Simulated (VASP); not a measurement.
```xyz
2
Lattice="0.0000 2.0809 2.0809 2.0809 0.0000 2.0809 2.0809 2.0809 0.0000" Properties=species:S:1:pos:R:3 pbc="T T T"
Al     0.0000     0.0000     0.0000
N      1.0405     1.0405     1.0405
```

Computed with PBE GGA, VASP's PBE PAW potentials (set 64) (plane waves; VASP 6.6.1). Settings: 620 eV cut-off, 11×11×11 Γ-centred mesh, Gaussian smearing of 0.050 eV, potentials Al N.

Task: What does the run give for the energy per atom (σ→0), pressure?

Result: 
```
Quantity                       Result
---------------------  --------------
energy per atom (σ→0)  -7.222 eV/atom
pressure                    45.02 GPa
```

The absolute energy has meaning only against runs of the same code, potentials and settings.

The compound is AlN in the zinc blende structure, a metastable form; wurtzite is the usual one. It was relaxed first under an external pressure of 45 GPa.
